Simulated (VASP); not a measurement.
Computed with PBE GGA, VASP's PBE PAW potentials (set 64) (plane waves; VASP).

VASP input:

INCAR:
```
ALGO = Normal
EDIFF = 1E-6
ENCUT = 400
GGA = PE
ISIF = 2
ISMEAR = 1
LASPH = .True.
LCHARG = .False.
LMAXMIX = 4
LREAL = .False.
LWAVE = .False.
NELM = 100
PREC = Accurate
SIGMA = 0.1
SYSTEM = CoGa
```

### KPOINTS
```
kpoints
0
G
 10 10 10
```

File POSCAR:
```
CoGa
5.760
  0.5000000000   0.0000000000   0.0000000000
  0.0000000000   0.5000000000   0.0000000000
  0.0000000000   0.0000000000   0.5000000000
Ga Co
1 1
Cartesian
  0.2500000000   0.2500000000   0.2500000000
  0.0000000000   0.0000000000   0.0000000000
```

POTCAR, in this order: Ga_d Co (PBE.64 set). Program: vasp_std.

What VASP printed:

OSZICAR:
```
       N       E                     dE             d eps       ncg     rms          rms(c)
DAV:   1     0.871860658568E+02    0.87186E+02   -0.92603E+03  1784   0.223E+03
DAV:   2    -0.729359881499E+01   -0.94480E+02   -0.92547E+02  1750   0.319E+02
DAV:   3    -0.113943522691E+02   -0.41008E+01   -0.40903E+01  2002   0.736E+01
DAV:   4    -0.114560762658E+02   -0.61724E-01   -0.61713E-01  2263   0.842E+00
DAV:   5    -0.114576666532E+02   -0.15904E-02   -0.15904E-02  2102   0.114E+00    0.951E+00
DAV:   6    -0.125022451831E+02   -0.10446E+01   -0.22289E+01  1926   0.628E+01    0.114E+01
DAV:   7    -0.105002895648E+02    0.20020E+01   -0.90167E+00  1751   0.463E+01    0.179E+00
DAV:   8    -0.104819166864E+02    0.18373E-01   -0.24195E-01  1938   0.541E+00    0.628E-01
DAV:   9    -0.104761772810E+02    0.57394E-02   -0.18452E-02  2223   0.215E+00    0.129E-01
DAV:  10    -0.104759314624E+02    0.24582E-03   -0.60910E-04  2259   0.357E-01    0.627E-02
DAV:  11    -0.104759221633E+02    0.92990E-05   -0.55329E-05  2311   0.129E-01    0.122E-02
DAV:  12    -0.104759211027E+02    0.10607E-05   -0.28474E-06  1701   0.287E-02    0.295E-03
DAV:  13    -0.104759209825E+02    0.12013E-06   -0.41812E-07  1078   0.937E-03
   1 F= -.10475921E+02 E0= -.10476157E+02  d E =0.709157E-03
```

File OUTCAR:
```
------------------------ aborting loop because EDIFF is reached ----------------------------------------
  FORCE on cell =-STRESS in cart. coord.  units (eV):
  Direction    XX          YY          ZZ          XY          YZ          ZX
  --------------------------------------------------------------------------------------
  Total       -0.0279702     -0.0279702     -0.0279702     -0.0000000      0.0000000     -0.0000000
  in kB       -1.8759853     -1.8759853     -1.8759853     -0.0000000      0.0000000     -0.0000000
  external PRESSURE =      -1.8759853 kB  Pullay stress =       0.0000000 kB
  volume of cell :       23.89
      direct lattice vectors                 reciprocal lattice vectors
     2.880000000  0.000000000  0.000000000     0.347222222  0.000000000  0.000000000
     0.000000000  2.880000000  0.000000000     0.000000000  0.347222222  0.000000000
     0.000000000  0.000000000  2.880000000     0.000000000  0.000000000  0.347222222
 POSITION                                       TOTAL-FORCE (eV/Angst)
 -----------------------------------------------------------------------------------
      1.44000      1.44000      1.44000         0.000000      0.000000      0.000000
      0.00000      0.00000      0.00000         0.000000      0.000000      0.000000
 -----------------------------------------------------------------------------------
    total drift:                               -0.000000      0.000000     -0.000000
  FREE ENERGIE OF THE ION-ELECTRON SYSTEM (eV)
  ---------------------------------------------------
  free  energy   TOTEN  =       -10.4759209825 eV

  energy  without entropy=      -10.4766301400  energy(sigma->0) =      -10.47615737
```
(Selected blocks of OUTCAR.)

**OUTCAR**
```
 val. band max:        9.7611750184   @ k =   0.4000   0.4000   0.0000

 cond. band min:       9.8207048742   @ k =   0.5000   0.3000   0.1000


 Fermi energy:         9.7752223049

 k-point     1 :       0.0000    0.0000    0.0000
  band No.  band energies     occupation
      1      -5.4087      2.00000
      2      -5.4087      2.00000
      3      -5.0640      2.00000
      4      -5.0640      2.00000
      5      -5.0640      2.00000
      6      -2.3006      2.00000
      7       7.2178      2.00000
      8       7.2178      2.00000
      9       9.0219      2.00000
     10       9.0219      2.00000
     11       9.0219      2.00000
     12      14.9606      0.00000
     13      14.9606      0.00000
     14      14.9606      0.00000
     15      20.7943      0.00000

 k-point     2 :       0.1000    0.0000    0.0000
  band No.  band energies     occupation
      1      -5.4034      2.00000
      2      -5.3827      2.00000
      3      -5.0732      2.00000
      4      -5.0732      2.00000
      5      -5.0617      2.00000
      6      -2.1118      2.00000
      7       7.1790      2.00000
      8       7.2387      2.00000
      9       8.8993      2.00000
     10       8.8993      2.00000
     11       9.0228      2.00000
     12      13.6486      0.00000
     13      15.2910      0.00000
     14      15.2910      0.00000
     15      20.8297      0.00000

 k-point     3 :       0.2000    0.0000    0.0000
  band No.  band energies     occupation
      1      -5.3899      2.00000
      2      -5.3167      2.00000
      3      -5.0977      2.00000
      4      -5.0977      2.00000
      5      -5.0561      2.00000
      6      -1.5453      2.00000
      7       6.8989      2.00000
      8       7.2944      2.00000
      9       8.6131      2.00000
     10       8.6131      2.00000
     11       9.0245      2.00000
     12      11.5861     -0.00000
     13      16.2001      0.00000
     14      16.2001      0.00000
     15      20.9354      0.00000
...
```

The compound is CoGa in the CsCl type structure. The cell was not relaxed at this level. The run is not spin-polarised, so no magnetic state was tried.
